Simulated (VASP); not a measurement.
Calculation: PBE GGA, VASP's PBE PAW potentials (set 64) (plane waves; VASP).

VASP input:

File KPOINTS:
```
kpoints
0
gamma
1 1 1
0 0 0
```

### POSCAR
```
C36Si35
1
    4.6409808260    -8.0384148411     0.0000000000
    4.6409808260     8.0384148411     0.0000000000
    0.0000000000     0.0000000000    10.1276834096
Si C
35 36
Direct
  0.0000000000   0.0000000000   0.0000000000
  0.9986750000   0.9935190000   0.5028560000
  0.2200850000   0.1094860000   0.7476040000
  0.1122240000   0.2220930000   0.2523140000
  0.0000000000   0.3333330000   0.0000000000
  0.0001120000   0.3317480000   0.4965490000
  0.2230820000   0.4445960000   0.7455800000
  0.1111110000   0.5555560000   0.2501800000
  0.0000000000   0.6666670000   0.0000000000
  0.0000000000   0.6666670000   0.5000000000
  0.2222220000   0.7777780000   0.7501800000
  0.1111110000   0.8888890000   0.2501800000
  0.3333330000   0.0000000000   0.0000000000
  0.3302200000   0.9970740000   0.5002590000
  0.5555560000   0.1111110000   0.7501800000
  0.4475130000   0.2288710000   0.2499970000
  0.3333330000   0.3333330000   0.0000000000
  0.5599170000   0.4495750000   0.7540550000
  0.4407220000   0.5552200000   0.2473410000
  0.3333330000   0.6666670000   0.0000000000
  0.3382410000   0.6709830000   0.4989270000
  0.5555560000   0.7777780000   0.7501800000
  0.4444440000   0.8888890000   0.2501800000
  0.6666670000   0.0000000000   0.0000000000
  0.6666670000   0.0000000000   0.5000000000
  0.8888890000   0.1111110000   0.7501800000
  0.7777780000   0.2222220000   0.2501800000
  0.6666670000   0.3333330000   0.0000000000
  0.6704650000   0.3402420000   0.4953440000
  0.8888890000   0.4444440000   0.7501800000
  0.7777780000   0.5555560000   0.2501800000
  0.6666670000   0.6666670000   0.0000000000
  0.6722270000   0.6716700000   0.5003710000
  0.8888890000   0.7777780000   0.7501800000
  0.7777780000   0.8888890000   0.2501800000
  0.0000000000   0.0000000000   0.8121600000
  0.0000000000   0.0000000000   0.3121600000
  0.2158890000   0.1078640000   0.5628170000
  0.1111110000   0.2222220000   0.0632900000
  0.0000000000   0.3333330000   0.8121600000
  0.0000000000   0.3333330000   0.3121600000
  0.2258780000   0.4457540000   0.5672040000
  0.1111110000   0.5555560000   0.0632900000
  0.0000000000   0.6666670000   0.8121600000
  0.0000000000   0.6666670000   0.3121600000
  0.2222220000   0.7777780000   0.5632900000
  0.1111110000   0.8888890000   0.0632900000
  0.3333330000   0.0000000000   0.8121600000
  0.3333330000   0.0000000000   0.3121600000
  0.5555560000   0.1111110000   0.5632900000
  0.4444440000   0.2222220000   0.0632900000
  0.3324580000   0.3296280000   0.8096660000
  0.3273980000   0.3287610000   0.3157480000
  0.5506570000   0.4441300000   0.5625610000
  0.4444440000   0.5555560000   0.0632900000
  0.3333330000   0.6666670000   0.8121600000
  0.3333330000   0.6666670000   0.3121600000
  0.5555560000   0.7777780000   0.5632900000
  0.4444440000   0.8888890000   0.0632900000
  0.6666670000   0.0000000000   0.8121600000
  0.6666670000   0.0000000000   0.3121600000
  0.8888890000   0.1111110000   0.5632900000
  0.7777780000   0.2222220000   0.0632900000
  0.6666670000   0.3333330000   0.8121600000
  0.6666670000   0.3333330000   0.3121600000
  0.8888890000   0.4444440000   0.5632900000
  0.7777780000   0.5555560000   0.0632900000
  0.6666670000   0.6666670000   0.8121600000
  0.6666670000   0.6666670000   0.3121600000
  0.8888890000   0.7777780000   0.5632900000
  0.7777780000   0.8888890000   0.0632900000
```

INCAR:
```
SYSTEM = C36Si35
PREC = Normal
ENCUT = 400
EDIFF = 1E-5
NELM = 100
ALGO = Fast
LREAL = Auto
LASPH = .TRUE.
ISMEAR = 0
SIGMA = 0.05
GGA = PE
LWAVE = .FALSE.
LCHARG = .FALSE.
NELMIN = 4
ISYM = 0
NELECT = 286.0
ISPIN = 2
NUPDOWN = 2
MAGMOM = 71*0.0282
LORBIT = 10
IBRION = 2
ISIF = 2
NSW = 60
EDIFFG = -0.03
```

POTCAR, in this order: Si C (PBE.64 set). Program: vasp_gam.

Output

**OSZICAR**
```
...
RMM:   9    -0.504274987547E+03   -0.60006E-06   -0.39382E-05   518   0.121E-02
   4 F= -.50427499E+03 E0= -.50427499E+03  d E =-.298667E+00  mag=     2.0000
       N       E                     dE             d eps       ncg     rms          rms(c)
DAV:   1    -0.504279720145E+03   -0.47332E-02   -0.11425E+00   824   0.244E+00    0.281E-01
RMM:   2    -0.504280042537E+03   -0.32239E-03   -0.15979E-02   720   0.294E-01    0.125E-01
RMM:   3    -0.504279855529E+03    0.18701E-03   -0.33401E-03   720   0.123E-01    0.779E-02
RMM:   4    -0.504279947591E+03   -0.92062E-04   -0.10389E-03   746   0.604E-02    0.501E-02
RMM:   5    -0.504279954666E+03   -0.70759E-05   -0.16083E-04   746   0.263E-02    0.303E-02
RMM:   6    -0.504279957274E+03   -0.26075E-05   -0.45672E-05   553   0.136E-02
   5 F= -.50427996E+03 E0= -.50427996E+03  d E =-.303637E+00  mag=     2.0000
       N       E                     dE             d eps       ncg     rms          rms(c)
DAV:   1    -0.504400213787E+03   -0.12026E+00   -0.32137E+01   752   0.121E+01    0.136E+00
RMM:   2    -0.504425047288E+03   -0.24834E-01   -0.46415E-01   720   0.155E+00    0.662E-01
RMM:   3    -0.504423412856E+03    0.16344E-02   -0.79443E-02   726   0.611E-01    0.400E-01
RMM:   4    -0.504424265285E+03   -0.85243E-03   -0.23416E-02   744   0.298E-01    0.210E-01
RMM:   5    -0.504424633452E+03   -0.36817E-03   -0.44605E-03   788   0.129E-01    0.119E-01
RMM:   6    -0.504424693785E+03   -0.60332E-04   -0.75956E-04   757   0.581E-02    0.568E-02
RMM:   7    -0.504424712970E+03   -0.19186E-04   -0.20919E-04   729   0.299E-02    0.158E-02
RMM:   8    -0.504424717838E+03   -0.48677E-05   -0.47561E-05   544   0.147E-02
   6 F= -.50442472E+03 E0= -.50442472E+03  d E =-.144761E+00  mag=     2.0000
       N       E                     dE             d eps       ncg     rms          rms(c)
DAV:   1    -0.504426438320E+03   -0.17254E-02   -0.61224E-01   832   0.167E+00    0.196E-01
RMM:   2    -0.504426942885E+03   -0.50457E-03   -0.90980E-03   720   0.216E-01    0.923E-02
RMM:   3    -0.504426932710E+03    0.10175E-04   -0.16314E-03   727   0.859E-02    0.594E-02
RMM:   4    -0.504426948356E+03   -0.15646E-04   -0.45190E-04   745   0.408E-02    0.361E-02
RMM:   5    -0.504426953149E+03   -0.47929E-05   -0.92038E-05   668   0.188E-02
   7 F= -.50442695E+03 E0= -.50442695E+03  d E =-.146996E+00  mag=     2.0000
       N       E                     dE             d eps       ncg     rms          rms(c)
DAV:   1    -0.504461640008E+03   -0.34692E-01   -0.11800E+01   752   0.774E+00    0.875E-01
RMM:   2    -0.504467833370E+03   -0.61934E-02   -0.18132E-01   720   0.991E-01    0.412E-01
RMM:   3    -0.504466341352E+03    0.14920E-02   -0.32209E-02   720   0.403E-01    0.242E-01
RMM:   4    -0.504466988374E+03   -0.64702E-03   -0.90195E-03   741   0.193E-01    0.142E-01
RMM:   5    -0.504467135722E+03   -0.14735E-03   -0.17740E-03   777   0.840E-02    0.799E-02
RMM:   6    -0.504467164188E+03   -0.28465E-04   -0.38660E-04   748   0.400E-02    0.359E-02
RMM:   7    -0.504467169240E+03   -0.50525E-05   -0.11094E-04   698   0.204E-02    0.143E-02
RMM:   8    -0.504467172027E+03   -0.27864E-05   -0.22610E-05   458   0.100E-02
   8 F= -.50446717E+03 E0= -.50446717E+03  d E =-.402189E-01  mag=     2.0000
       N       E                     dE             d eps       ncg     rms          rms(c)
DAV:   1    -0.504467792078E+03   -0.62284E-03   -0.16028E-01   816   0.904E-01    0.106E-01
RMM:   2    -0.504467873764E+03   -0.81686E-04   -0.24819E-03   720   0.115E-01    0.482E-02
RMM:   3    -0.504467853933E+03    0.19831E-04   -0.43700E-04   720   0.471E-02    0.297E-02
RMM:   4    -0.504467860431E+03   -0.64979E-05   -0.11715E-04   712   0.222E-02    0.190E-02
RMM:   5    -0.504467861806E+03   -0.13747E-05   -0.23399E-05   463   0.996E-03
   9 F= -.50446786E+03 E0= -.50446786E+03  d E =-.409087E-01  mag=     2.0000
       N       E                     dE             d eps       ncg     rms          rms(c)
DAV:   1    -0.504477007281E+03   -0.91469E-02   -0.21466E+00   768   0.353E+00    0.396E-01
RMM:   2    -0.504478120407E+03   -0.11131E-02   -0.39425E-02   720   0.463E-01    0.184E-01
RMM:   3    -0.504477818937E+03    0.30147E-03   -0.77858E-03   726   0.187E-01    0.102E-01
RMM:   4    -0.504477832518E+03   -0.13581E-04   -0.17947E-03   748   0.882E-02    0.639E-02
RMM:   5    -0.504477885040E+03   -0.52523E-04   -0.36843E-04   760   0.407E-02    0.306E-02
RMM:   6    -0.504477889486E+03   -0.44457E-05   -0.83519E-05   662   0.188E-02
  10 F= -.50447789E+03 E0= -.50447789E+03  d E =-.100277E-01  mag=     2.0000
       N       E                     dE             d eps       ncg     rms          rms(c)
DAV:   1    -0.504478042762E+03   -0.15772E-03   -0.27197E-02   832   0.398E-01    0.450E-02
RMM:   2    -0.504478053971E+03   -0.11209E-04   -0.47066E-04   720   0.510E-02    0.207E-02
RMM:   3    -0.504478048832E+03    0.51397E-05   -0.90243E-05   711   0.205E-02    0.115E-02
RMM:   4    -0.504478048967E+03   -0.13527E-06   -0.20841E-05   458   0.974E-03
  11 F= -.50447805E+03 E0= -.50447805E+03  d E =-.101872E-01  mag=     2.0000
       N       E                     dE             d eps       ncg     rms          rms(c)
DAV:   1    -0.504480496793E+03   -0.24480E-02   -0.67901E-01   748   0.201E+00    0.220E-01
RMM:   2    -0.504480696135E+03   -0.19934E-03   -0.12090E-02   720   0.257E-01    0.101E-01
RMM:   3    -0.504480562330E+03    0.13380E-03   -0.26598E-03   726   0.105E-01    0.478E-02
RMM:   4    -0.504480575266E+03   -0.12937E-04   -0.59862E-04   762   0.478E-02    0.270E-02
RMM:   5    -0.504480584402E+03   -0.91352E-05   -0.91137E-05   682   0.210E-02
  12 F= -.50448058E+03 E0= -.50448058E+03  d E =-.253543E-02  mag=     2.0000
       N       E                     dE             d eps       ncg     rms          rms(c)
DAV:   1    -0.504480715675E+03   -0.14041E-03   -0.23452E-02   808   0.374E-01    0.410E-02
RMM:   2    -0.504480721168E+03   -0.54925E-05   -0.40778E-04   720   0.474E-02    0.183E-02
RMM:   3    -0.504480715020E+03    0.61475E-05   -0.83958E-05   709   0.189E-02    0.890E-03
RMM:   4    -0.504480715025E+03   -0.48785E-08   -0.17488E-05   451   0.843E-03
  13 F= -.50448072E+03 E0= -.50448072E+03  d E =-.266606E-02  mag=     2.0000
       N       E                     dE             d eps       ncg     rms          rms(c)
DAV:   1    -0.504481748465E+03   -0.10334E-02   -0.16460E-01   760   0.955E-01    0.101E-01
RMM:   2    -0.504481814983E+03   -0.66518E-04   -0.24335E-03   720   0.113E-01    0.451E-02
RMM:   3    -0.504481797507E+03    0.17476E-04   -0.53324E-04   729   0.472E-02    0.246E-02
RMM:   4    -0.504481800031E+03   -0.25238E-05   -0.12641E-04   738   0.223E-02    0.161E-02
RMM:   5    -0.504481802589E+03   -0.25578E-05   -0.19387E-05   455   0.100E-02
  14 F= -.50448180E+03 E0= -.50448180E+03  d E =-.108756E-02  mag=     2.0000
       N       E                     dE             d eps       ncg     rms          rms(c)
DAV:   1    -0.504481856784E+03   -0.56753E-04   -0.13713E-02   824   0.275E-01    0.293E-02
RMM:   2    -0.504481862764E+03   -0.59802E-05   -0.21248E-04   720   0.334E-02    0.138E-02
RMM:   3    -0.504481862148E+03    0.61615E-06   -0.51009E-05   556   0.142E-02    0.813E-03
RMM:   4    -0.504481862323E+03   -0.17518E-06   -0.91775E-06   437   0.655E-03
  15 F= -.50448186E+03 E0= -.50448186E+03  d E =-.114730E-02  mag=     2.0000
       N       E                     dE             d eps       ncg     rms          rms(c)
DAV:   1    -0.504482400003E+03   -0.53785E-03   -0.11260E-01   736   0.762E-01    0.772E-02
RMM:   2    -0.504482475496E+03   -0.75493E-04   -0.17654E-03   720   0.951E-02    0.384E-02
RMM:   3    -0.504482473843E+03    0.16531E-05   -0.40707E-04   733   0.393E-02    0.228E-02
RMM:   4    -0.504482475423E+03   -0.15806E-05   -0.89104E-05   665   0.186E-02
  16 F= -.50448248E+03 E0= -.50448248E+03  d E =-.613100E-03  mag=     2.0000
```

OUTCAR:
```
------------------------ aborting loop because EDIFF is reached ----------------------------------------
  FORCE on cell =-STRESS in cart. coord.  units (eV):
  Direction    XX          YY          ZZ          XY          YZ          ZX
  --------------------------------------------------------------------------------------
  Total       28.0776170     28.1302243     15.5251568      0.0203473     -0.0130935     -0.0121879
  in kB       59.5320074     59.6435488     32.9174568      0.0431417     -0.0277618     -0.0258417
  external PRESSURE =      50.6976710 kB  Pullay stress =       0.0000000 kB
  volume of cell :      755.65
      direct lattice vectors                 reciprocal lattice vectors
     4.640980826 -8.038414841  0.000000000     0.107735847 -0.062201318  0.000000000
     4.640980826  8.038414841  0.000000000     0.107735847  0.062201318  0.000000000
     0.000000000  0.000000000 10.127683410     0.000000000  0.000000000  0.098739263
  FREE ENERGIE OF THE ION-ELECTRON SYSTEM (eV)
  ---------------------------------------------------
  free  energy   TOTEN  =      -504.4824754234 eV

  energy  without entropy=     -504.4824754234  energy(sigma->0) =     -504.48247542

 total charge

# of ion       s       p       d       tot
------------------------------------------
    1        0.697   0.984   0.000   1.682
    2        0.702   0.988   0.000   1.690
    3        0.700   0.984   0.000   1.683
    4        0.696   0.980   0.000   1.677
    5        0.697   0.984   0.000   1.681
    6        0.702   0.988   0.000   1.690
    7        0.700   0.984   0.000   1.683
    8        0.699   0.972   0.000   1.671
    9        0.697   0.973   0.000   1.670
   10        0.699   0.970   0.000   1.669
   11        0.702   0.969   0.000   1.671
   12        0.699   0.972   0.000   1.671
   13        0.697   0.984   0.000   1.681
   14        0.702   0.988   0.000   1.690
   15        0.700   0.971   0.000   1.671
   16        0.696   0.980   0.000   1.677
   17        0.692   0.956   0.000   1.649
   18        0.700   0.984   0.000   1.683
   19        0.696   0.980   0.000   1.676
   20        0.697   0.984   0.000   1.681
   21        0.702   0.988   0.000   1.690
   22        0.700   0.971   0.000   1.671
   23        0.700   0.974   0.000   1.674
   24        0.698   0.978   0.000   1.676
   25        0.700   0.977   0.000   1.676
   26        0.700   0.972   0.000   1.671
   27        0.700   0.974   0.000   1.674
   28        0.697   0.984   0.000   1.681
   29        0.702   0.988   0.000   1.690
   30        0.702   0.969   0.000   1.670
   31        0.699   0.972   0.000   1.671
   32        0.697   0.984   0.000   1.681
   33        0.702   0.988   0.000   1.690
   34        0.702   0.969   0.000   1.671
   35        0.700   0.975   0.000   1.674
   36        0.827   1.733   0.000   2.560
   37        0.826   1.728   0.000   2.553
   38        0.858   1.659   0.000   2.518
   39        0.832   1.734   0.000   2.566
   40        0.827   1.733   0.000   2.560
   41        0.826   1.728   0.000   2.554
   42        0.858   1.659   0.000   2.517
   43        0.826   1.722   0.000   2.547
   44        0.824   1.725   0.000   2.549
   45        0.825   1.729   0.000   2.555
   46        0.837   1.702   0.000   2.538
   47        0.826   1.722   0.000   2.547
   48        0.827   1.733   0.000   2.560
   49        0.826   1.728   0.000   2.554
   50        0.829   1.725   0.000   2.554
   51        0.832   1.734   0.000   2.565
   52        0.828   1.707   0.000   2.534
   53        0.836   1.761   0.000   2.597
   54        0.858   1.659   0.000   2.517
   55        0.832   1.734   0.000   2.566
   56        0.827   1.733   0.000   2.560
   57        0.826   1.728   0.000   2.553
   58        0.829   1.725   0.000   2.554
   59        0.827   1.734   0.000   2.561
   60        0.824   1.728   0.000   2.553
   61        0.825   1.731   0.000   2.556
   62        0.829   1.725   0.000   2.554
   63        0.827   1.734   0.000   2.561
   64        0.827   1.733   0.000   2.560
   65        0.826   1.728   0.000   2.554
   66        0.837   1.702   0.000   2.538
   67        0.826   1.722   0.000   2.547
   68        0.827   1.733   0.000   2.560
   69        0.826   1.728   0.000   2.553
   70        0.837   1.702   0.000   2.538
   71        0.827   1.734   0.000   2.561
--------------------------------------------------
tot         54.369  96.212   0.000 150.581

 magnetization (x)

# of ion       s       p       d       tot
------------------------------------------
    1        0.000   0.000   0.000   0.000
    2       -0.002  -0.002   0.000  -0.004
    3       -0.002  -0.004   0.000  -0.006
    4        0.000   0.000   0.000   0.001
    5        0.000   0.000   0.000   0.000
    6       -0.002  -0.002   0.000  -0.004
    7       -0.002  -0.004   0.000  -0.006
    8       -0.000  -0.000   0.000  -0.000
    9       -0.000   0.000   0.000   0.000
   10       -0.001  -0.001   0.000  -0.003
...
```
(Selected blocks of OUTCAR.)

### CONTCAR
```
C36Si35
   1.00000000000000
     4.6409808259999998   -8.0384148410999998    0.0000000000000000
     4.6409808259999998    8.0384148410999998    0.0000000000000000
     0.0000000000000000    0.0000000000000000   10.1276834095999995
  Si              C
    35    36
Direct
     0.9989345385268853    0.0002539783868854    0.0003126444347431
     0.0023080260712592    0.0026978834671830    0.4995673913468271
     0.2215721205207877    0.1099230838166330    0.7507742645729425
     0.1174148503569849    0.2254248308076890    0.2506794529828387
     0.9990640419031982    0.3321306087192941    0.0002918146144624
     0.0025396963236406    0.3330296282453081    0.4995129181698508
     0.2217626710935251    0.4450281873840850    0.7507011104407395
     0.1114695512359243    0.5552772909866228    0.2511781735601738
     0.0000080075728900    0.6667080821140251    0.9997446031126385
     0.0000314359511417    0.6666864830003405    0.5002354062489424
     0.2228313674531496    0.7781250423138769    0.7489620769753503
     0.1114188548786523    0.8896936681423555    0.2512146071176510
     0.3345689297602348    0.0003471337196724    0.0003109183057209
     0.3336820750145325    0.0028694010267523    0.4995491108632522
     0.5552669941866522    0.1115326569259837    0.7510187638192209
     0.4412049779568585    0.2255329659964715    0.2507056901564031
     0.3332469543650777    0.3333017216756198    0.0035939247484338
     0.5566489495501231    0.4450477117727661    0.7507418287800341
     0.4411543732747567    0.5491973510061925    0.2506548492756448
     0.3346383402426903    0.6677026814590413    0.0002901619054717
     0.3337071742190378    0.6643461353785882    0.4995166030744588
     0.5553168527937220    0.7772779742443325    0.7510055967030824
     0.4439651814453260    0.8887985616427191    0.2513506231825255
     0.6666656774109536    0.0001027268126997    0.0006987822653291
     0.6666588890018780    0.0001601815288042    0.5008066241045424
     0.8895214444676801    0.1114397585118126    0.7510119758772357
     0.7779704782148662    0.2228028386881540    0.2513530684598943
     0.6663980708009832    0.3322043713880566    0.0003172589869079
     0.6639180593566223    0.3331323377944289    0.4995304623879558
     0.8886850439182283    0.4439132424635819    0.7489593113821307
     0.7769925528220543    0.5553393993022263    0.2511902563984386
     0.6663551045295921    0.6677461395757474    0.0003062313390470
     0.6638173237386263    0.6642949424020598    0.4995478097499526
     0.8885893499525819    0.7780523756378196    0.7489938644070725
     0.7778511997734134    0.8887806750153077    0.2513735469553248
     0.9984488983055191    0.9990259447616443    0.8140166533987099
     0.9999322181045519    0.0004508637843452    0.3120334500664614
     0.2089330873880330    0.0847494197505467    0.5706850572850255
     0.1076593412245243    0.2204787005647934    0.0595255039798998
     0.9986160856507125    0.3328284115725097    0.8139684755636065
     0.0000689994544008    0.3330213738724673    0.3120228192880793
     0.2092778167293635    0.4575913075550084    0.5706094585444127
     0.1111846951026473    0.5555708797115281    0.0613126074704298
     0.0000603360676399    0.6667192536119184    0.8116936649892785
     0.9999609208203504    0.6667768728615536    0.3122354040658072
     0.2233780137386516    0.7784284499289124    0.5601083660582913
     0.1111173435802002    0.8890192825941815    0.0613423289538895
     0.3339011675489012    0.9991052498020674    0.8139972246101279
     0.3336387831411825    0.0005698702941612    0.3120445042815225
     0.5556177403693385    0.1112246853034801    0.5616694675013184
     0.4461015561660647    0.2206046139846301    0.0595557974245338
     0.3332849336140971    0.3332775349273375    0.8132631042037073
     0.3332407411391313    0.3333672212263111    0.2922527890591953
     0.5816810150872824    0.4576297103847061    0.5706580849147733
     0.4460861709043893    0.5589018064013863    0.0594981822186805
     0.3339323122254682    0.6682039282454659    0.8139517313483490
     0.3337317375328880    0.6667344879289061    0.3119966594692211
     0.5556461213716121    0.7780487939278754    0.5616804286540737
     0.4451484523300095    0.8893427733073022    0.0625240377093040
     0.6667168683615016    0.0001196370868941    0.8128413007172617
     0.6666454384404443    0.0001634141785416    0.3133973388462850
     0.8887778906213076    0.1111252183709650    0.5616841136787069
     0.7774632881824257    0.2216265426930348    0.0624978937450815
     0.6676657375438136    0.3329141429308089    0.8139941318209610
     0.6661520822223803    0.3331171299945370    0.3120640954119744
     0.8884084922158505    0.4433418571185007    0.5600977760068369
     0.7777282186807792    0.5556961791375963    0.0613328329889387
     0.6675841747455042    0.6681864216275654    0.8139873493877821
     0.6661527150786847    0.6667297892406019    0.3120254982810560
     0.8882643551314947    0.7782902540957688    0.5601330447792099
     0.7773780924942952    0.8893329258689937    0.0625600965719888
```

At this cut-off the stress carries a Pulay error, which pulls relaxed volumes low. The cell is charged, with a uniform compensating background. The supercell is sampled at Γ alone, which is coarse: total energies, pressure and levels can be off, energies of defects by several tenths of an eV.

The cell is a supercell with a defect, built from SiC (4h): vac_Si, charge -2.
